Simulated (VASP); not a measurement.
Consider the following.

```
CELL_PARAMETERS angstrom
     -0.00830     6.01186     6.02901
      6.01186    -0.00830     6.02901
      3.00178     3.00178     0.00000
ATOMIC_POSITIONS crystal
  Zn 0.00104 0.00104 0.99793
  Se 0.11237 0.11237 0.27525
  Se 0.11839 0.64561 0.23600
  Se 0.64561 0.11839 0.23600
  Se 0.62526 0.62526 0.24947
  Hg 0.00428 0.49564 0.00008
  Hg 0.49564 0.00428 0.00008
  Hg 0.49740 0.49740 0.00520
```

These are PBEsol GGA, VASP's PBE PAW potentials (set 64) (plane waves; VASP 6.6.1) values and carry that method's errors. Settings: 400 eV cut-off, 4×4×7 Γ-centred mesh, tetrahedra with Blöchl corrections, potentials Zn Se Hg.

Problem. What does the run give for the energy per atom (σ→0)?

Solution. 
energy per atom (σ→0): -2.630 eV/atom

Total energies compare only between runs with the same potentials, cut-off and functional.

The structure was generated: Hg3ZnSe4 was put into an ordered model structure (Amm2), which need not be its known phase. It was relaxed first.
